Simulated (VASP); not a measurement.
The input files of a VASP run:

POSCAR:
```
CdTe
1
    0.0000000000     3.2400000000     3.2400000000
    3.2400000000     0.0000000000     3.2400000000
    3.2400000000     3.2400000000     0.0000000000
Cd Te
1 1
Direct
  0.0000000000   0.0000000000   0.0000000000
  0.2500000000   0.2500000000   0.2500000000
```

File KPOINTS:
```
Automatic mesh
0
Gamma
6 6 6
0 0 0
```

**INCAR**
```
EDIFF  =  1E-6   # SCF stop (eV)
LREAL  =  F
PREC  =  Accurate
NELM  =  100
PARAM1  =  0.1833333333
ALGO  =  Normal
LUSE_VDW  =  T
NSW  =  60   # most ionic steps
PARAM2  =  0.22
EDIFFG  =  -0.01   # ionic stop
ENCUT  =  520
ISIF  =  3   # ions, shape and volume
ISMEAR  =  0   # Gaussian
LASPH  =  T   # aspherical one-centre terms
IBRION  =  2   # conjugate gradients
LWAVE  =  F
GGA  =  BO
LMAXMIX  =  4   # l cut-off of mixed one-centre charges
LCHARG  =  F
SIGMA  =  0.05
AGGAC  =  0.0
SYSTEM  =  CdTe
```

POTCAR, in this order: Cd Te (PBE.64 set). Program: vasp_std.

Q: Translate this optB88-vdW calculation to Quantum ESPRESSO's pw.x.

A: One equivalent input (not run):
```
&CONTROL
  calculation = 'vc-relax'
  pseudo_dir = './pseudo'
  outdir = './out'
  tprnfor = .true.
  tstress = .true.
  nstep = 60
  forc_conv_thr = 0.00039
/
&SYSTEM
  ibrav = 0
  nat = 2
  ntyp = 2
  ecutwfc = 102
  occupations = 'smearing'
  smearing = 'gaussian'
  degauss = 0.003675
  input_dft = 'vdw-df-obk8'
/
&ELECTRONS
  conv_thr = 7.3e-08
  electron_maxstep = 100
/
&IONS
/
&CELL
/
ATOMIC_SPECIES
  Cd 112.414 Cd.upf
  Te 127.600 Te.upf
CELL_PARAMETERS angstrom
     0.0000000    3.2400000    3.2400000
     3.2400000    0.0000000    3.2400000
     3.2400000    3.2400000    0.0000000
ATOMIC_POSITIONS crystal
  Cd   0.0000000  0.0000000  0.0000000
  Te   0.2500000  0.2500000  0.2500000
K_POINTS automatic
  6 6 6 0 0 0
```
The two are equivalent in intent, not identical: the potentials are each code's own (VASP's PAW set, PseudoDojo norm-conserving files in pw.x), so ENCUT and ecutwfc are chosen apart and not converted; conv_thr bounds pw.x's estimated SCF error, while EDIFF bounds the energy change between steps; forc_conv_thr acts on force components and is met together with etot_conv_thr.

The compound is CdTe in the zinc blende structure. This run relaxes it. Symmetry was kept, so distortions that lower it aren't found.
